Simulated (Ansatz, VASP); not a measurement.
**Sb (antimonene, 1 layer) in two plane-wave programs**

Aim: how closely do two programs agree when they are given the same cell, functional and k mesh? Of the first pair: The structure shown is the start of the Ansatz relaxation below; VASP solves that cell, so the two are compared at the walk's first step.

Calculated with Ansatz 0.2.0; plane waves, with VASP 6.6.1 beside it; single point at PBE.

## Step 1: The structure

The cell holds 2 atoms: 2 Sb. Its edges and angles: a = 4.120 Å, b = 4.120 Å, c = 16.650 Å, α = 90.0°, β = 90.0°, γ = 120.0°. Vacuum lies along c.

## Step 2: Ansatz: relaxation, PBE

Ansatz runs on its default PAW (the set named soft_2) files.

The two programs are compared at the cell with which this relaxation starts, whose forces are those of its first step.

The input, input.yaml:

```yaml
crystal:
  lattice:
    - [4.12, 0.0, 0.0]
    - [-2.06, 3.5680246636, 0.0]
    - [0.0, 0.0, 16.65]
  atoms:
    - { symbol: Sb, position: [0.6666666667, 0.3333333333, 0.4504504505] }
    - { symbol: Sb, position: [0.3333333333, 0.6666666667, 0.5495495495] }
kpoints:
  mp_grid: { grid: [12, 12, 1] }
hamiltonian:
  xc: pbe
scf:
  occupations: { method: fermi_dirac, width: 0.05 }
  convergence: { dr2_threshold: 1.0e-08 }
efield:
  axis: 3
  dipole_correction: true
  ramp_position: 0.97
  ramp_width: 0.04
relax:
  f_tol: 0.01
  cell: { fix: [c, alpha, beta] }
output:
  write_potential: true
  write_density: true
  volumetric_format: npy
```

The run is started by

```sh
ansatz run input.yaml --threads 2 --pin off --max-ram 4096MiB --backend cpu --events-out ev --progress --plain --runs-dir out
```

Numbers of over 12 decimals in the logs are rounded to 6 here.

The program printed:

```text
Warning: relax.cell: scf.convergence.dr2_threshold = 1e-8 eV is looser than the 2e-10 eV advised for a relaxation that steers and ends on the stress (1e-10 eV for each atom of the cell: 2). What an SCF threshold leaves in a stress goes as its square root, and in the free energy as the threshold itself, and one threshold admits the most on a small cell: [figures from the program's tests cut] Set scf.convergence.dr2_threshold to 2e-10 eV or tighter. The threshold is an SCF's pass mark: one that does not reach it within its budget of iterations ends unconverged, or closes short of it on a stop that the run arms, and scf.convergence.dr2_threshold's page says what that costs each kind of run
Engine: ansatz 0.2.0, aarch64-unknown-linux-gnu
Pseudopotentials: kind: paw
Pseudopotential: Sb, paw, valence charge 15, recommended cutoff 420 eV (normal), Sb.paw.azcp
Functional definition: PBE
  parameter kappa = 0.804
  parameter beta = 0.066725
  exchange = pbe_x(kappa = kappa, mu = beta*pi^2/3)
  correlation = pbe_c(beta = beta)
Crystal: 2 atoms, lattice volume = 244.759 Å³
Basis set: ecut = 420 eV, 4699 PW (Γ), exchange–correlation on 60×60×240 points (8 copies of the dense FFT grid, shifted against one another)
Bands: 19, of which v1, the nominal top of the filled ones, is band 15 counted from 1 (14 counted from 0)
Symmetry: 6 space group operations
k-points: 19 of 144 (time reversal used)
Non-local potential: Sb, projectors of the file, l = 0: 2, l = 1: 2, l = 2: 2, l = 3: 2
PAW form: soft (Blöchl's): semilocal exchange-correlation on the pseudo side does not see the compensation charge
PAW one-centre angular grid: Sb, 590 points (default); XC on 64 Gauss nodes
Initial density: superposition of atomic densities (neutral atoms: chi_scale 0, normalization atom), corrected by the library's trained network
Initial wavefunctions: pseudopotential atomic-orbital guess
Functional: x = pbe(κ = 0.804, μ = 0.219515), c = pbe(β = 0.066725)
SCF iter   1: F=—  HF=-12968.821184 eV  |F-HF|=—  |Δ(HF+E_count)|=         —  Δρ=8.63e-4  dr2=3.29e-3  ethr=1.77e-3  p=0.000 e·Å  D=2.68e-4 V/Å  ΔV_dip=-0.00 eV  dr2_dipole=3.18e-7  V_vac-E_F(+/−)=4.31/4.32 eV  ⟨swp⟩=7.4  Hψ=2105  notcnv=0
efield: sawtooth ramp at fractional position 0.9700 (set: `efield.ramp_position`, or a place that a band, a saddle search or an elastic batch's reference lends), width 0.0400; the density the first Hamiltonian is built on has a dipole p = 0.000 e·Å; the dipole correction subtracts the counter field D = 2.68e-4 V/Å, which shifts the + side's vacuum level by -0.00 eV against the − side's; the planar-averaged density in the ramp window peaks in size at 3.7e-5 e/Å³
preconditioner: auto → Resta (q_TF=auto, 1.923 Å⁻¹)  ε∞=1.9  [insulator: Δε(μ)=1.279 eV  Ē_g=7.828 eV  σ=0.050 eV  W_gap=1.00  n_scr=40 (ndim 8)  ℏωp=7.5 eV  f_vac=0.662  D(μ)=0.00/eV (n_scr^D=0)  ε∞_Penn≈1.9  vacuum switching on, ρ_ref=4.4e-3 e/Å³]
SCF iter   2: F=—  HF=-12968.821332 eV  |F-HF|=—  |Δ(HF+E_count)|=   1.47e-4  Δρ=5.37e-4  dr2=1.23e-3  ethr=1.10e-5  p=0.000 e·Å  D=2.06e-5 V/Å  ΔV_dip=-0.00 eV  dr2_dipole=2.10e-7  V_vac-E_F(+/−)=4.24/4.24 eV  ⟨swp⟩=2.2  Hψ=872  notcnv=0
SCF iter   3: F=—  HF=-12968.822056 eV  |F-HF|=—  |Δ(HF+E_count)|=   7.25e-4  Δρ=2.57e-4  dr2=1.43e-4  ethr=4.10e-6  p=0.000 e·Å  D=3.23e-4 V/Å  ΔV_dip=-0.01 eV  dr2_dipole=6.28e-6  V_vac-E_F(+/−)=4.19/4.19 eV  ⟨swp⟩=2.5  Hψ=716  notcnv=0
SCF iter   4: F=—  HF=-12968.822079 eV  |F-HF|=—  |Δ(HF+E_count)|=   2.25e-5  Δρ=1.03e-4  dr2=9.46e-5  ethr=4.77e-7  p=-0.001 e·Å  D=-5.83e-4 V/Å  ΔV_dip=0.01 eV  dr2_dipole=2.17e-5  V_vac-E_F(+/−)=4.19/4.18 eV  ⟨swp⟩=2.1  Hψ=715  notcnv=0
SCF iter   5: F=—  HF=-12968.822082 eV  |F-HF|=—  |Δ(HF+E_count)|=   3.08e-6  Δρ=7.68e-5  dr2=8.84e-5  ethr=3.15e-7  p=0.001 e·Å  D=5.95e-4 V/Å  ΔV_dip=-0.01 eV  dr2_dipole=2.27e-5  V_vac-E_F(+/−)=4.18/4.19 eV  ⟨swp⟩=2.0  Hψ=399  notcnv=0
SCF iter   6: F=—  HF=-12968.822076 eV  |F-HF|=—  |Δ(HF+E_count)|=   5.69e-6  Δρ=3.14e-5  dr2=1.36e-5  ethr=2.95e-7  p=0.000 e·Å  D=2.33e-4 V/Å  ΔV_dip=-0.00 eV  dr2_dipole=3.39e-6  V_vac-E_F(+/−)=4.18/4.19 eV  ⟨swp⟩=1.2  Hψ=364  notcnv=0
SCF iter   7: F=—  HF=-12968.822078 eV  |F-HF|=—  |Δ(HF+E_count)|=   1.41e-6  Δρ=6.48e-6  dr2=6.90e-7  ethr=4.53e-8  p=0.000 e·Å  D=4.63e-5 V/Å  ΔV_dip=-0.00 eV  dr2_dipole=1.66e-7  V_vac-E_F(+/−)=4.18/4.18 eV  ⟨swp⟩=1.5  Hψ=378  notcnv=0
SCF iter   8: F=—  HF=-12968.822088 eV  |F-HF|=—  |Δ(HF+E_count)|=   1.01e-5  Δρ=1.02e-6  dr2=6.17e-9  ethr=3.33e-11  p=0.000 e·Å  D=5.38e-6 V/Å  ΔV_dip=-0.00 eV  dr2_dipole=1.22e-9  V_vac-E_F(+/−)=4.18/4.18 eV  ⟨swp⟩=8.3  Hψ=2462  notcnv=0
[...]
SCF iter   5: F=—  HF=-12968.823085 eV  |F-HF|=—  |Δ(HF+E_count)|=   1.08e-5  Δρ=1.42e-5  dr2=4.42e-6  ethr=8.41e-9  p=-0.000 e·Å  D=-1.38e-4 V/Å  ΔV_dip=0.00 eV  dr2_dipole=1.20e-6  V_vac-E_F(+/−)=4.22/4.22 eV  ⟨swp⟩=2.0  Hψ=415  notcnv=0
SCF iter   6: F=—  HF=-12968.823085 eV  |F-HF|=—  |Δ(HF+E_count)|=   5.33e-7  Δρ=2.67e-6  dr2=1.51e-8  ethr=8.41e-9  p=0.000 e·Å  D=1.95e-6 V/Å  ΔV_dip=-0.00 eV  dr2_dipole=7.86e-11  V_vac-E_F(+/−)=4.22/4.22 eV  ⟨swp⟩=1.8  Hψ=389  notcnv=0
SCF iter   7: F=-12968.823085 eV  HF=-12968.823085 eV  |F-HF|=2.60e-10  |Δ(HF+E_count)|=   1.08e-8  Δρ=3.93e-7  dr2=2.75e-10  ethr=3.33e-11  p=0.000 e·Å  D=2.25e-6 V/Å  ΔV_dip=-0.00 eV  dr2_dipole=6.34e-12  V_vac-E_F(+/−)=4.22/4.22 eV  ⟨swp⟩=9.3  Hψ=2139  notcnv=0
SCF 3 converged in 7 iterations: F = -12968.823085 eV  dr2 = 2.75e-10
relax step   3: F+E_penalty+E_count = -12968.82308495 eV  Δ(F+E_penalty+E_count) = -9.972e-4 eV  max|allowed force component| = 1.711e-3 eV/Å  Δτ_max = 0.0079 Å  P = -0.003 GPa  Ω = 245.044 Å³  energy of the carried Pulay correction = -1.407e-5 eV  fix = [c, alpha, beta]  reactions: c -0.002 GPa  (7 SCF iters, accepted)
Initial wavefunctions: pseudopotential atomic-orbital guess (no wavefunctions were taken with the density)
iter 1 solved again at ethr=1.05e-6 eV; its pass at ethr=3.10e-3 eV (dr2=3.14e-4 eV) is discarded
SCF iter   1: F=—  HF=-12968.823088 eV  |F-HF|=—  |Δ(HF+E_count)|=         —  Δρ=1.71e-6  dr2=2.72e-9  ethr=1.05e-6  p=0.000 e·Å  D=2.25e-6 V/Å  ΔV_dip=-0.00 eV  dr2_dipole=4.67e-12  V_vac-E_F(+/−)=4.22/4.22 eV  ⟨swp⟩=3.1  Hψ=3015  notcnv=0
efield: sawtooth ramp at fractional position 0.9700 (set: `efield.ramp_position`, or a place that a band, a saddle search or an elastic batch's reference lends), width 0.0400; the density the first Hamiltonian is built on has a dipole p = 0.000 e·Å; the dipole correction subtracts the counter field D = 2.25e-6 V/Å, which shifts the + side's vacuum level by -0.00 eV against the − side's; the planar-averaged density in the ramp window peaks in size at 2.7e-7 e/Å³
eigensolver tolerance schedule: the retry pair's looser diagonalisation over-reported the residual by 115195.16 of it (diagonalisation noise at an unbounded share of the residual, at the tolerance the schedule requests for it); recorded, not acted on — ethr = c·dr2/N_el stays at c = 1.0e-1
preconditioner: auto → Resta (q_TF=auto, 1.923 Å⁻¹)  ε∞=1.9  [insulator: Δε(μ)=1.310 eV  Ē_g=7.862 eV  σ=0.050 eV  W_gap=1.00  n_scr=40 (ndim 8)  ℏωp=7.5 eV  f_vac=0.661  D(μ)=0.00/eV (n_scr^D=0)  ε∞_Penn≈1.9  vacuum switching on, ρ_ref=4.5e-3 e/Å³]
SCF iter   2: F=—  HF=-12968.823099 eV  |F-HF|=—  |Δ(HF+E_count)|=   1.07e-5  Δρ=8.69e-7  dr2=1.27e-9  ethr=9.07e-12  p=0.000 e·Å  D=1.41e-6 V/Å  ΔV_dip=-0.00 eV  dr2_dipole=5.06e-16  V_vac-E_F(+/−)=4.22/4.22 eV  ⟨swp⟩=15.1  Hψ=3229  notcnv=0
SCF iter   3: F=-12968.823099 eV  HF=-12968.823099 eV  |F-HF|=2.19e-8  |Δ(HF+E_count)|=   8.90e-9  Δρ=5.01e-7  dr2=4.13e-10  ethr=4.22e-12  p=0.000 e·Å  D=1.45e-6 V/Å  ΔV_dip=-0.00 eV  dr2_dipole=9.32e-13  V_vac-E_F(+/−)=4.22/4.22 eV  ⟨swp⟩=5.0  Hψ=2014  notcnv=0
SCF 4 converged in 3 iterations: F = -12968.823099 eV  dr2 = 4.13e-10
relax step   4: F+E_penalty+E_count = -12968.82309901 eV  Δ(F+E_penalty+E_count) = -1.406e-5 eV  max|allowed force component| = 1.716e-3 eV/Å  Δτ_max = 0.0000 Å  P = -0.003 GPa  Ω = 245.044 Å³  fix = [c, alpha, beta]  reactions: c -0.002 GPa  stress off target by 3.27e-3 GPa on what of the cell is left free  SCF on the basis re-selected at this cell (its energy is not comparable with the rows above)  (3 SCF iters)
basis re-selected at this cell: Δ(F+E_penalty+E_count) = -1.406e-5 eV, ΔP = -0.000 GPa vs the last step (what re-selecting the basis moved, of the pressure what is left beyond the Pulay correction that the steps carried, after the strain that the cell walked since its last selection, with what the two solves' SCF thresholds leave and, on support functions, any second-order correction that the steps lacked; it is no m [...]
WARN: The output density's exchange-correlation potential varies sharply where the density is thin. Do not read a vacuum level from v_tot or v_xc, or from such a field of the output density. On a cell that repeats whose density bears no net charge and no dipole along the vacuum's axis use v_es (v_loc + v_h of the components); under efield.dipole_correction with no amplitude use v_es + v_field, which holds any externa [...]
SCF converged after 3 iterations
Free energy (F): -12968.823099 eV
Harris-Foulkes:  -12968.823099 eV  (|F-HF|=2.19e-8)
Internal energy: -12968.823099 eV  (E = F + TS)
E sigma→0 (E₀):  -12968.823099 eV
Entropy (-TS):   -0.000000 eV (-0.000 meV/atom)
Fermi energy:    -0.715666 eV
Dipole field:    D = 0.000000 V/Å  (p = 0.000000 e·Å, saw-weighted, corrected)
Work function:   Φ+ = 4.2199 eV   Φ− = 4.2199 eV
Levels:          The Fermi level and band energies are counted from a zero that moves with the ramp; work functions are not
--- Per-component energies (eV) ---
  E_band       = -652.794197
  E_kinetic    = 412.471915
  E_local      = -13164.854945  (includes V_loc(G=0)·N_el)
  E_nonlocal   = 724.193440
  E_hartree    = 6277.356124
  E_xc         = -275.697475
  E_vxc        = -190.741549  (∫ρ·V_xc dr)
  E_paw        = -9150.495746  (= ΣΔE_a)
  E_vpaw       = -988.573905  (= ΣTr[D̂ρ^β])
  E_aug_tail   = -0.000003  (compensation charges beyond the density's cutoff)
  E_efield     = 0.000000  (sawtooth field / dipole correction)
  E_vefield    = -0.000001  (∫n·V_field dr)
  E_ewald      = 2208.203592
  E_smearing   = -0.000000  (= −TS)
  E_closure    = 0.000000  (closes the sum)
  Σ components = -12968.823099   (vs F -12968.823099, Δ=0.00e0)
--- Forces (eV/Å), atoms counted from 1 ---
  atom   1  Sb     0.00000000     0.00000000     0.00171655
  atom   2  Sb     0.00000000    -0.00000000    -0.00171628
  max |Σ_I F_I| component: 2.71e-7 eV/Å
--- Stress (GPa, compression-positive) ---
       -0.003273      -0.000000       0.000000
       -0.000000      -0.003273       0.000000
        0.000000       0.000000      -0.001914
  P = ⅓ Tr σ = -0.0028 GPa (-0.028 kbar)
--- Band table (eV; the first three rows and the last of 19) ---
  k-point 0: bands = [... 11 lower, -7.6319, -1.9149, -1.3394, -1.3394, 0.2459, 1.4539, 1.4539, 3.0361]
  k-point 1: bands = [... 11 lower, -7.6300, -2.0540, -1.8843, -1.5072, 0.7395, 1.3622, 1.6167, 3.1353]
  k-point 2: bands = [... 11 lower, -7.6580, -3.1087, -1.8807, -1.8267, 0.4515, 1.9342, 1.9503, 3.3563]
  k-point 18: bands = [... 11 lower, -9.7888, -4.8210, -3.1164, -3.1164, 0.1984, 2.2693, 2.2693, 5.3077]
--- Relaxed structure (3 steps of the walk, 2 accepted, 1 SCFs on fresh bases) ---
  F+E_penalty+E_count = -12968.82309901 eV   max|allowed force component| = 1.716e-3 eV/Å   (the final SCF, on the basis selected at the relaxed cell)
  cell:  # Å, volume = 245.0442 Å³
    - [4.122396, 0, 0]
    - [-2.061198, 3.570100, 0]
    - [0, 0, 16.65]
  atoms:
    - { symbol: Sb, position: [0.666667, 0.333333, 0.450925] }
    - { symbol: Sb, position: [0.333333, 0.666667, 0.549075] }
```

## Step 3: VASP: single point, PBE, start cell, pair 1

The same cell, functional, mesh and smearing now go to VASP, with its own data sets.

Lines of VASP's logs that name or quote its potential files are left out, and so is its time.

The input, INCAR:

```
SYSTEM = Sb
PREC = Accurate
ENCUT = 400
EDIFF = 1E-06
NELM = 120
ISMEAR = -1
SIGMA = 0.05
LREAL = .FALSE.
ALGO = Normal
GGA = PE
NBANDS = 11
LORBIT = 11
LWAVE = .FALSE.
LCHARG = .FALSE.
ISIF = 2
LDIPOL = .TRUE.
IDIPOL = 3
DIPOL = 0.5 0.5 0.5
LVHAR = .TRUE.
LASPH = .TRUE.
GGA_COMPAT = .FALSE.
EFERMI = MIDGAP
NELMDL = -8
```

The input, POSCAR:

```
Sb
1.0
    4.1200000000      0.0000000000      0.0000000000
   -2.0600000000      3.5680250000      0.0000000000
    0.0000000000      0.0000000000     16.6500000000
Sb
2
Direct
    0.6666667134      0.3333334268      0.4504504505
    0.3333333801      0.6666667601      0.5495495495
```

The input, KPOINTS:

```
Automatic mesh
0
Gamma
12 12 1
0 0 0
```

PAW data sets: Sb (PBE family, release 64).

The run is started by

```sh
mpirun -np 1 vasp_std
```

The program printed:

```text
[banner, memory and clock lines left out]
running    1 mpi-ranks, on    1 nodes
 distrk:  each k-point on    1 cores,    1 groups
 distr:  one band on    1 cores,    1 groups

 POSCAR found type information on POSCAR Sb
 POSCAR found :  1 types and       2 ions
 LDA part: xc-table for (Slater+PW92), standard interpolation
 POSCAR, INCAR and KPOINTS ok, starting setup
 FFT: planning ... GRIDC
 FFT: planning ... GRID_SOFT
 FFT: planning ... GRID
 WAVECAR not read
 entering main loop
       N       E                     dE             d eps       ncg     rms          rms(c)
DAV:   1     0.431935639615E+02    0.43194E+02   -0.23286E+03   418   0.470E+02
DAV:   2    -0.476359971717E+01   -0.47957E+02   -0.45532E+02   655   0.858E+01
DAV:   3    -0.809662339128E+01   -0.33330E+01   -0.33192E+01   580   0.289E+01
DAV:   4    -0.814870238543E+01   -0.52079E-01   -0.52063E-01   512   0.448E+00
DAV:   5    -0.815043171065E+01   -0.17293E-02   -0.17293E-02   543   0.935E-01
DAV:   6    -0.815051430092E+01   -0.82590E-04   -0.82590E-04   554   0.169E-01
DAV:   7    -0.815051840269E+01   -0.41018E-05   -0.41021E-05   564   0.296E-02
DAV:   8    -0.815051854115E+01   -0.13846E-06   -0.13828E-06   445   0.393E-03    0.291E+00
DAV:   9    -0.812457134011E+01    0.25947E-01   -0.12725E-02   451   0.583E-01    0.180E+00
DAV:  10    -0.810665467342E+01    0.17917E-01   -0.33873E-02   481   0.949E-01    0.992E-02
DAV:  11    -0.810662030509E+01    0.34368E-04   -0.17909E-03   512   0.228E-01    0.365E-02
DAV:  12    -0.810644483205E+01    0.17547E-03   -0.29669E-04   527   0.883E-02    0.208E-02
DAV:  13    -0.810643725975E+01    0.75723E-05   -0.72793E-05   506   0.387E-02    0.147E-02
DAV:  14    -0.810646172415E+01   -0.24464E-04   -0.23412E-05   481   0.177E-02    0.625E-03
DAV:  15    -0.810652231360E+01   -0.60589E-04   -0.24383E-05   430   0.184E-02    0.273E-03
DAV:  16    -0.810654385470E+01   -0.21541E-04   -0.27250E-06   550   0.685E-03    0.145E-03
DAV:  17    -0.810656613376E+01   -0.22279E-04   -0.13336E-06   535   0.422E-03    0.989E-04
DAV:  18    -0.810659803429E+01   -0.31901E-04   -0.17829E-06   506   0.402E-03    0.426E-04
DAV:  19    -0.810660506997E+01   -0.70357E-05   -0.32958E-07   454   0.149E-03    0.239E-04
DAV:  20    -0.810660645563E+01   -0.13857E-05   -0.57904E-08   424   0.615E-04    0.100E-04
DAV:  21    -0.810660656371E+01   -0.10808E-06   -0.18953E-09   323   0.158E-04
   1 F= -.81066066E+01 E0= -.81066064E+01  d E =-.254768E-06
```

From OUTCAR (step 3):

```text
ion  position               nearest neighbor table
   1  0.667  0.333  0.450-   2 2.89   2 2.89   2 2.89
   2  0.333  0.667  0.550-   1 2.89   1 2.89   1 2.89

  LATTYP: Found a hexagonal cell.
 ALAT       =     4.1200000000
 C/A-ratio  =     4.0412621359

 Subroutine GETGRP returns: Found 12 space group operations
 (whereof 12 operations were pure point group operations)

The static configuration has the point symmetry D_3d.

 Found     19 irreducible k-points:

   k-points           NKPTS =     19   k-points in BZ     NKDIM =     19   number of bands    NBANDS=     11

   dimension x,y,z NGX =    28 NGY =   28 NGZ =  112
   dimension x,y,z NGXF=    56 NGYF=   56 NGZF=  224

   ENCUT  =  400.0 eV  29.40 Ry    5.42 a.u.   6.72  6.72 27.15*2*pi/ulx,y,z

   NELECT =      10.0000    total number of electrons

 k-points in reciprocal lattice and weights: Automatic mesh
   0.00000000  0.00000000  0.00000000       0.007
   0.08333333 -0.00000000  0.00000000       0.042
   0.16666667  0.00000000  0.00000000       0.042
   0.25000000  0.00000000  0.00000000       0.042
   0.33333333  0.00000000  0.00000000       0.042
   0.41666667 -0.00000000  0.00000000       0.042
   0.50000000  0.00000000  0.00000000       0.021
   0.08333333  0.08333333  0.00000000       0.042
   0.16666667  0.08333333  0.00000000       0.083
[...]
0.33333333  0.25000000  0.00000000       0.083
   0.33333333  0.33333333  0.00000000       0.014

 dipolmoment           0.000000      0.000000     -0.000000 electrons x Angstroem

 average (electrostatic) potential at core
       1 -94.2846       2 -94.2846

 E-fermi :  -1.4010

 k-point     1 :       0.0000    0.0000    0.0000
  band No.  band energies     occupation
      1     -13.2562      2.00000
      2      -8.3223      2.00000
      3      -2.6176      2.00000
      4      -2.0027      1.99999
      5      -2.0027      1.99999
      6      -0.4529      0.00000
      7       0.7691      0.00000
      8       0.7691      0.00000
      9       2.3442      0.00000
     10       2.4529      0.00000
    ...

 k-point     2 :       0.0833   -0.0000    0.0000
  band No.  band energies     occupation
      1     -13.1829      2.00000
      2      -8.3201      2.00000
      3      -2.7251      2.00000
      4      -2.5855      2.00000
      5      -2.1712      2.00000
      6       0.0462      0.00000
      7       0.6736      0.00000
      8       0.9305      0.00000
      9       2.4441      0.00000
     10       2.5381      0.00000
    ...

 k-point     3 :       0.1667    0.0000    0.0000
  band No.  band energies     occupation
      1     -12.9653      2.00000
      2      -8.3470      2.00000
      3      -3.7854      2.00000
      4      -2.5457      2.00000
      5      -2.5227      2.00000
      6      -0.2423      0.00000
      7       1.2434      0.00000
      8       1.2498      0.00000
      9       2.6662      0.00000
     10       2.8018      0.00000
    ...

  Total       -0.0538174     -0.0538174     -0.0933871      0.0000000      0.0000000      0.0000000
  in kB       -0.3522846     -0.3522847     -0.6113051      0.0000000      0.0000000      0.0000000
  external PRESSURE =      -0.4386248 kB  Pullay stress =       0.0000000 kB

  energy-cutoff  :      400.00
  volume of cell :      244.76
      direct lattice vectors                 reciprocal lattice vectors
     4.120000000  0.000000000  0.000000000     0.242718447  0.140133547  0.000000000
    -2.060000000  3.568025000  0.000000000     0.000000000  0.280267095  0.000000000
     0.000000000  0.000000000 16.650000000     0.000000000  0.000000000  0.060060060

 POSITION                                       TOTAL-FORCE (eV/Angst)
 -----------------------------------------------------------------------------------
      2.06000      1.18934      7.50000         0.000000      0.000000      0.053576
      0.00000      2.37868      9.15000        -0.000000     -0.000000     -0.053576
 -----------------------------------------------------------------------------------
    total drift:                               -0.000000     -0.000116     -0.000000

  FREE ENERGIE OF THE ION-ELECTRON SYSTEM (eV)
  ---------------------------------------------------
  free  energy   TOTEN  =        -8.1066065637 eV

  energy  without entropy=       -8.1066063089  energy(sigma->0) =       -8.10660644

 vacuum level on the upper side and lower side of the slab         2.817         2.817

 total charge
# of ion       s       p       d       tot
------------------------------------------
    1        1.212   1.159   0.026   2.397
    2        1.212   1.159   0.026   2.397
--------------------------------------------------
tot          2.424   2.318   0.052   4.793

[... 3 further parts left out ...]
```

## Step 4: Side by side

Known differences besides the potentials themselves: the data sets hold 30 valence electrons in Ansatz (on its default PAW (the set named soft_2) files) and 10 in VASP; the cutoff is 420 eV in Ansatz and 400 eV in VASP. Total energies have different zeros and are not compared.

Forces (eV/Å; atoms numbered as in POSCAR):

| atom | Ansatz x, y, z | VASP x, y, z |
| --- | --- | --- |
| Sb1 | 0.000, 0.000, 0.132 | 0.000, 0.000, 0.054 |
| Sb2 | 0.000, 0.000, -0.132 | 0.000, 0.000, -0.054 |

The forces differ by 46 meV/Å r.m.s., which is 147.2 % of the r.m.s. force of 0.031 eV/Å (both taken over all components). With vacuum in the cell, a pressure given here is an average over mostly empty space and none of the material.

[end of part 1 of 2]

[Lines on the potential files, build, host, timing and source positions are cut from VASP's logs without a mark.]

[Logs are printed without paths, hosts, clocks, repeated set-up lines and the standing remarks that a program may print on its own settings, such as how far it seeks lower states.]

[Hosts, paths, dates, database ids (printed as entryN), source tags and the programs' standing remarks are cut or masked in the printed files.]
